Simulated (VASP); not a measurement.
# Ge53P (F-43m) in VASP: settings compared, part 2 of 2

VASP 6.6.1. Earlier steps stand in the parts before.

## (3) Relaxation of cell and atoms, LDA

INCAR reads:

```
ALGO     = Fast           # electronic algorithm
EDIFF    = 1E-7           # SCF threshold, eV
EDIFFG   = -0.01          # ionic threshold
ENCUT    = 350            # plane-wave cutoff, eV
GGA      = CA             # functional
IBRION   = 2              # ionic algorithm
ISIF     = 3              # what is computed and relaxed
ISMEAR   = 0              # smearing method
LASPH    = True           # aspherical terms in the spheres
LCHARG   = False          # write CHGCAR
LREAL    = False          # projectors in reciprocal space
LWAVE    = False          # write WAVECAR
NELM     = 80             # most SCF steps
NSW      = 60             # ionic steps
PREC     = Accurate       # precision mode
SIGMA    = 0.05           # smearing width, eV
```

KPOINTS reads:

```
k-points
0
Gamma
  2 2 2
```

POSCAR reads:

```
Ge53P
1.0
    0.0000000000      8.5200000000      8.5200000000
    8.5200000000      0.0000000000      8.5200000000
    8.5200000000      8.5200000000      0.0000000000
Ge P
53 1
Direct
    0.0833333300      0.0833333300      0.0833333300
    0.0000000000      0.0000000000      0.3333333300
    0.0833333300      0.0833333300      0.4166666700
    0.0000000000      0.0000000000      0.6666666700
    0.0833333300      0.0833333300      0.7500000000
    0.0000000000      0.3333333300      0.0000000000
    0.0833333300      0.4166666700      0.0833333300
    0.0000000000      0.3333333300      0.3333333300
    0.0833333300      0.4166666700      0.4166666700
    0.0000000000      0.3333333300      0.6666666700
    0.0833333300      0.4166666700      0.7500000000
    0.0000000000      0.6666666700      0.0000000000
    0.0833333300      0.7500000000      0.0833333300
    0.0000000000      0.6666666700      0.3333333300
    0.0833333300      0.7500000000      0.4166666700
    0.0000000000      0.6666666700      0.6666666700
    0.0833333300      0.7500000000      0.7500000000
    0.3333333300      0.0000000000      0.0000000000
    0.4166666700      0.0833333300      0.0833333300
    0.3333333300      0.0000000000      0.3333333300
    0.4166666700      0.0833333300      0.4166666700
    0.3333333300      0.0000000000      0.6666666700
    0.4166666700      0.0833333300      0.7500000000
    0.3333333300      0.3333333300      0.0000000000
    0.4166666700      0.4166666700      0.0833333300
    0.3333333300      0.3333333300      0.3333333300
    0.4166666700      0.4166666700      0.4166666700
    0.3333333300      0.3333333300      0.6666666700
    0.4166666700      0.4166666700      0.7500000000
    0.3333333300      0.6666666700      0.0000000000
    0.4166666700      0.7500000000      0.0833333300
    0.3333333300      0.6666666700      0.3333333300
    0.4166666700      0.7500000000      0.4166666700
    0.3333333300      0.6666666700      0.6666666700
    0.4166666700      0.7500000000      0.7500000000
    0.6666666700      0.0000000000      0.0000000000
    0.7500000000      0.0833333300      0.0833333300
    0.6666666700      0.0000000000      0.3333333300
    0.7500000000      0.0833333300      0.4166666700
    0.6666666700      0.0000000000      0.6666666700
    0.7500000000      0.0833333300      0.7500000000
    0.6666666700      0.3333333300      0.0000000000
    0.7500000000      0.4166666700      0.0833333300
    0.6666666700      0.3333333300      0.3333333300
    0.7500000000      0.4166666700      0.4166666700
    0.6666666700      0.3333333300      0.6666666700
    0.7500000000      0.4166666700      0.7500000000
    0.6666666700      0.6666666700      0.0000000000
    0.7500000000      0.7500000000      0.0833333300
    0.6666666700      0.6666666700      0.3333333300
    0.7500000000      0.7500000000      0.4166666700
    0.6666666700      0.6666666700      0.6666666700
    0.7500000000      0.7500000000      0.7500000000
    0.0000000000      0.0000000000      0.0000000000
```

Potentials or basis: VASP PAW LDA potentials, release 64 (Ge, P).

Command:

```bash
$ cat potpaw_LDA.64/Ge/POTCAR potpaw_LDA.64/P/POTCAR > POTCAR
$ mpirun -np 1 vasp_std > vasp.out
```

OUTCAR:

```text
EDIFF = 1E-7
   EDIFFG = -0.01
   ENCUT = 350
   GGA = CA
   IBRION = 2
   ISIF = 3
   ISMEAR = 0
   LASPH = True
   LREAL = False
   NELM = 80
   NSW = 60
   PREC = Accurate

 ion  position               nearest neighbor table
   1  0.083  0.083  0.083-  54 2.46   6 2.46  18 2.46   2 2.46
   2  0.000  0.000  0.333-   1 2.46   3 2.46  15 2.46  39 2.46
   3  0.083  0.083  0.417-   2 2.46   4 2.46   8 2.46  20 2.46
   4  0.000  0.000  0.667-   5 2.46   3 2.46  17 2.46  41 2.46
   5  0.083  0.083  0.750-   4 2.46  10 2.46  22 2.46  54 2.46
   6  0.000  0.333  0.000-   1 2.46   7 2.46  11 2.46  43 2.46
[... 46 lines left out ...]
  53  0.750  0.750  0.750-  52 2.46  40 2.46  48 2.46  16 2.46
  54  0.000  0.000  0.000-   1 2.46   5 2.46  13 2.46  37 2.46

  LATTYP: Found a face centered cubic cell.
 ALAT       =    17.0400000000

  Lattice vectors:

 A1 = (   0.0000000000,   8.5200000000,   8.5200000000)
 A2 = (   8.5200000000,   0.0000000000,   8.5200000000)
 A3 = (   8.5200000000,   8.5200000000,   0.0000000000)

Analysis of symmetry for initial positions (statically):
=====================================================================
 Subroutine PRICEL returns:
 Original cell was already a primitive cell.

 Routine SETGRP: Setting up the symmetry group for a
 face centered cubic supercell.

 Subroutine GETGRP returns: Found 24 space group operations
 (whereof 24 operations were pure point group operations)
 out of a pool of 48 trial point group operations.

The static configuration has the point symmetry T_d .

Analysis of symmetry for dynamics (positions and initial velocities):
=====================================================================
 Subroutine PRICEL returns:
 Original cell was already a primitive cell.

 Routine SETGRP: Setting up the symmetry group for a
 face centered cubic supercell.

 Subroutine GETGRP returns: Found 24 space group operations
 (whereof 24 operations were pure point group operations)
 out of a pool of 48 trial point group operations.

The dynamic configuration has the point symmetry T_d .

 Subroutine INISYM returns: Found 24 space group operations
 (whereof 24 operations are pure point group operations),
 and found     1 'primitive' translations

----------------------------------------------------------------------------------------

                                     Primitive cell

  volume of cell :    1236.9404

  direct lattice vectors                    reciprocal lattice vectors
     0.000000000  8.520000000  8.520000000    -0.058685446  0.058685446  0.058685446
     8.520000000  0.000000000  8.520000000     0.058685446 -0.058685446  0.058685446
     8.520000000  8.520000000  0.000000000     0.058685446  0.058685446 -0.058685446

  length of vectors
    12.049099551 12.049099551 12.049099551     0.101646174  0.101646174  0.101646174

  position of ions in fractional coordinates (direct lattice)
     0.083333330  0.083333330  0.083333330
     0.000000000  0.000000000  0.333333330
     0.083333330  0.083333330  0.416666670
     0.000000000  0.000000000  0.666666670
     0.083333330  0.083333330  0.750000000
     0.000000000  0.333333330  0.000000000
[... 46 lines left out ...]
     0.750000000  0.750000000  0.750000000
[... 91 lines left out ...]
   number of dos      NEDOS =    301   number of ions     NIONS =     54
   total plane-waves  NPLWV = 512000
   dimension x,y,z NGX =    80 NGY =   80 NGZ =   80
   dimension x,y,z NGXF=   160 NGYF=  160 NGZF=  160
   ions per type =              53   1
   NGX,Y,Z   is equivalent  to a cutoff of  11.04, 11.04, 11.04 a.u.
   NGXF,Y,Z  is equivalent  to a cutoff of  22.08, 22.08, 22.08 a.u.
 SYSTEM =  unknown system
   PREC   = accura    normal or accurate (medium, high low for compatibility)
   ISTART =      0    job   : 0-new  1-cont  2-samecut
   ICHARG =      2    charge: 1-file 2-atom 10-const
   ISPIN  =      1    spin polarized calculation?
   LNONCOLLINEAR =      F non collinear calculations
   LSORBIT =      F    spin-orbit coupling
   LASPH  =      T    aspherical Exc in radial PAW
   ENCUT  =  350.0 eV  25.72 Ry    5.07 a.u.  18.38 18.38 18.38*2*pi/ulx,y,z
   NELM   =     80;   NELMIN=  2; NELMDL= -5     # of ELM steps
   EDIFF  = 0.1E-06   stopping-criterion for ELM
   LREAL  =      F    real-space projection
   EDIFFG = -.1E-01   stopping-criterion for IOM
   NSW    =     60    number of steps for IOM
   IBRION =      2    ionic relax: 0-MD 1-quasi-New 2-CG
   NFREE  =      1    steps in history (QN), initial steepest desc. (CG)
   ISIF   =      3    stress and relaxation
   ISYM   =      2    0-nonsym 1-usesym 2-fastsym
   POTIM  = 0.5000    time-step for ionic-motion
   TEBEG  =    0.0;   TEEND  =   0.0 temperature during run
   PSTRESS=    0.0 pullay stress
   NELECT =     217.0000    total number of electrons
   NUPDOWN=      -1.0000    fix difference up-down
   EMIN   =  10.00;   EMAX   =-10.00  energy-range for DOS
   EFERMI =   0.00;   METHOD = LEGACY
   ISMEAR =     0;   SIGMA  =   0.05  broadening in eV -4-tet -1-fermi 0-gaus
   EFERMI_NEDOS =   21; number of points for ismear=-14 and -15
   IALGO  =     68    algorithm
   IMIX   =      4    mixing-type and parameters
     AMIX     =   0.40;   BMIX     =  1.00
     AMIX_MAG =   1.60;   BMIX_MAG =  1.00
  volume/ion in A,a.u.               =      22.91       154.58
  Fermi-wavevector in a.u.,A,eV,Ry     =   0.916456  1.731852 11.427429  0.839892
  Thomas-Fermi vector in A             =   2.041314
   LORBIT       =      0    0 simple, 1 ext, 2 COOP (PROOUT), +10 PAW based schemes
   GGA     = CA    functional components
   LHFCALC =     F    Hartree Fock is set to
   AEXX    =    0.0000 exact exchange contribution
   IVDW    =     0    specifies the selected vdW correction
   LEPSILON=     F    determine dielectric tensor
   LRPA    =     F    only Hartree local field effects (RPA)
 conjugate gradient relaxation of ions
 non-spin polarized calculation
 RMM-DIIS sequential band-by-band and
 Gauss-broadening in eV      SIGMA  =   0.05
  energy-cutoff  :      350.00
  volume of cell :     1236.94
 maximum number of plane-waves:     18456
 NGX is ok and might be reduce to    80
   NGX = 37   NGY = 37   NGZ = 37

--------------------------------------- Ionic step        1  -------------------------------------------

 number of electron     216.9999998 magnetization

 Free energy of the ion-electron system (eV)
  ---------------------------------------------------
  ext. energy  EPLUGINS =         0.00000000
  ---------------------------------------------------
  free energy    TOTEN  =      -278.64712990 eV

  energy without entropy =     -278.63005058  energy(sigma->0) =     -278.63859024

------------------------ aborting loop because EDIFF is reached ----------------------------------------

  FORCE on cell =-STRESS in cart. coord.  units (eV):
  Direction    XX          YY          ZZ          XY          YZ          ZX
  --------------------------------------------------------------------------------------
  -------------------------------------------------------------------------------------
  Total       -8.2813592     -8.2813592     -8.2813592      0.0000000      0.0000000      0.0000000
  in kB      -10.7266331    -10.7266331    -10.7266331      0.0000000      0.0000000      0.0000000
  external PRESSURE =     -10.7266331 kB  Pullay stress =       0.0000000 kB
[... 691 lines left out ...]
--------------------------------------- Ionic step        9  -------------------------------------------

 number of electron     216.9999998 magnetization

 Free energy of the ion-electron system (eV)
  ---------------------------------------------------
  ext. energy  EPLUGINS =         0.00000000
  ---------------------------------------------------
  free energy    TOTEN  =      -278.74939267 eV

  energy without entropy =     -278.73623016  energy(sigma->0) =     -278.74281142

 E-fermi :   3.8618     XC(G=0):  -9.3535

 val. band max:        3.8338543252   @ k =   0.5000   0.0000   0.0000
 cond. band min:       3.9514098387   @ k =   0.0000   0.0000   0.0000
 fundamental gap:      0.1175555134
 Fermi energy:         3.8618298091

 k-point     1 :       0.0000    0.0000    0.0000
  band No.  band energies     occupation
      1      -9.1253      2.00000
      2      -8.4331      2.00000
      3      -7.7273      2.00000
      4      -7.7273      2.00000
      5      -7.7273      2.00000
      6      -7.7101      2.00000
[... 358 lines left out ...]
    119       5.3925      0.00000
    120       5.4102      0.00000
 [bands above 120 left out]

------------------------ aborting loop because EDIFF is reached ----------------------------------------

  FORCE on cell =-STRESS in cart. coord.  units (eV):
  Direction    XX          YY          ZZ          XY          YZ          ZX
  --------------------------------------------------------------------------------------
  -------------------------------------------------------------------------------------
  Total        0.0231542      0.0231542      0.0231542      0.0000000      0.0000000      0.0000000
  in kB        0.0304951      0.0304951      0.0304951      0.0000000      0.0000000      0.0000000
  external PRESSURE =       0.0304951 kB  Pullay stress =       0.0000000 kB
[... 69 lines left out ...]
  FREE ENERGIE OF THE ION-ELECTRON SYSTEM (eV)
  ---------------------------------------------------
  free  energy   TOTEN  =      -278.7493926739 eV

  energy  without entropy=     -278.7362301591  energy(sigma->0) =     -278.74281142

 reached required accuracy - stopping structural energy minimisation
```

Wall time 81 min (1 thread of Intel Xeon Platinum 8559C (Emerald Rapids), shared host); peak memory 0.78 GiB.

Results:

```
Free energy                            : -278.7494 eV
Relaxed volume                         : 22.53 Å³/atom
Relaxed cell                           : a = 11.982 Å, b = 11.982 Å, c = 11.982 Å, α = 60.00°, β = 60.00°, γ = 60.00°
Space group after relaxing (to 0.05 Å) : F-43m (No. 216)
Energy gained by relaxing              : 1.9 meV/atom
Ionic steps                            : 9
Pressure after relaxing                : 0.0 GPa
Band gap on the k mesh                 : none (metal or under the smearing width)
```

Step by step:
```
step  energy change (eV)  largest force (eV/Å)  pressure (GPa)  volume (Å³)
   1              0.0000                0.2037           -1.07      1236.94
   2             -0.0863                0.1218            0.40      1209.69
   3             -0.0913                0.1381            0.10      1214.68
   4             -0.0992                0.0730            0.04      1215.81
   5             -0.1011                0.0398            0.00      1216.63
   6             -0.1020                0.0161            0.00      1216.63
   7             -0.1021                0.0110            0.00      1216.63
   8             -0.1021                0.0114            0.00      1216.63
   9             -0.1023                0.0053            0.00      1216.50
```

Levels at points of the mesh, in eV from the Fermi level:
```csv
k point,band 106,band 107,band 108,band 109,band 110,band 111,band 112,band 113
"(0.00, 0.00, 0.00)",-0.33,-0.06,-0.06,-0.06,0.09,0.20,0.20,0.20
"(0.50, 0.00, 0.00)",-0.62,-0.54,-0.54,-0.03,0.60,0.82,0.82,0.87
"(0.50, 0.50, 0.00)",-0.79,-0.72,-0.70,0.54,0.57,1.11,1.22,1.49
```
